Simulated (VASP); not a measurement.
Consider the following.

```xyz
2
Lattice="0.0000 2.4595 2.4595 2.4595 0.0000 2.4595 2.4595 2.4595 0.0000" Properties=species:S:1:pos:R:3 pbc="T T T"
Gd     0.0000     0.0000     0.0000
N      2.4595     2.4595     2.4595
```

Level of theory: r2SCAN meta-GGA, VASP's PBE PAW potentials (set 64) (plane waves; VASP). Numerical set-up: 600 eV cut-off, 8×8×8 Γ-centred mesh, Gaussian smearing of 0.050 eV, potentials Gd_3 N.

The 4f electrons are frozen in the core of the lanthanide potential, so 4f levels, which can set the real gap, and their magnetism are missing.

Problem. What does the run give for the energy per atom (σ→0), pressure, band gap (on the k-mesh) with the smallest direct gap where there is one?

Solution. 
```
Quantity                                       Value
-----------------------------------  ---------------
band gap (on the k-mesh)                     0.26 eV
smallest direct gap (on the k-mesh)          0.49 eV
energy per atom (σ→0)                -21.789 eV/atom
pressure                                    4.93 GPa
```

The absolute energy has meaning only against runs of the same code, potentials and settings.

The compound is GdN in the rock salt structure. It was relaxed first under an external pressure of 5 GPa.
